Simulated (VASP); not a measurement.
# TiClO: single point with LDA

Crystal: TiClO.

```
Ti Cl O
1.0
     6.76000    0.00000    0.00000
     0.00000    3.79000    0.00000
     0.00000    0.00000    8.03000
Ti Cl O
4 4 4
Direct
  0.00000 0.50000 0.12200
  0.50000 0.50000 0.12200
  0.25000 0.00000 0.87800
  0.75000 0.00000 0.87800
  0.25000 0.50000 0.32000
  0.75000 0.50000 0.32000
  0.00000 0.00000 0.68000
  0.50000 0.00000 0.68000
  0.25000 0.50000 0.93500
  0.75000 0.50000 0.93500
  0.00000 0.00000 0.06500
  0.50000 0.00000 0.06500
```

| Quantity | Value |
| --- | --- |
| Program | VASP 6.6.1 |
| Task | single point |
| Functional | LDA |
| Potentials or basis | VASP PAW LDA potentials, release 64 (Ti_sv, Cl, O) |
| Cutoff | 520 eV |
| k mesh | 4 × 8 × 3 |
| Occupations | gaussian, width 0.02 eV |
| Spin | no spin polarisation |

| Property | Result |
| --- | --- |
| Pressure | -5.1 GPa |
| Largest force | 1.907 eV/Å |
| Band gap on the k mesh | none (metal or under the smearing width) |

Forces in eV/Å, atoms in the order of the input:
```
Ti   0.000  0.000 -1.907
Ti   0.000  0.000 -1.907
Ti   0.000  0.000  1.907
Ti   0.000  0.000  1.907
Cl   0.000  0.000  0.851
Cl   0.000  0.000  0.851
Cl   0.000  0.000 -0.851
Cl   0.000  0.000 -0.851
O    0.000  0.000  0.388
O    0.000  0.000  0.388
O    0.000  0.000 -0.388
O    0.000  0.000 -0.388
```

Stress tensor (GPa, compression positive):
```
-8.03  0.00  0.00
 0.00 -6.52  0.00
 0.00  0.00 -0.88
```

Levels at points of the mesh, in eV from the Fermi level:
```tsv
k point	band 48	band 49	band 50	band 51	band 52	band 53
(0.00, 0.00, 0.00)	-3.82	-0.60	-0.43	-0.14	0.03	0.03
(0.50, 0.00, 0.00)	-4.27	-0.27	-0.27	0.07	0.07	0.22
(0.00, 0.50, 0.00)	-4.46	-0.52	-0.52	0.24	0.24	0.69
(0.50, 0.50, 0.00)	-4.62	0.06	0.06	0.06	0.06	0.76
```

Wall time 10 min on 1 thread of Intel(R) Xeon(R) Platinum 8559C (Emerald Rapids), on a shared host, peak memory 0.39 GiB.

The gap isn't set beside the measured one, since this odd mesh misses points on the zone boundary.

Caveat: the cell's inner coordinates are idealised or old, which leaves forces on the atoms; semilocal functionals often make such compounds metallic where correlation or magnetic order opens a gap, which also shifts bond lengths.
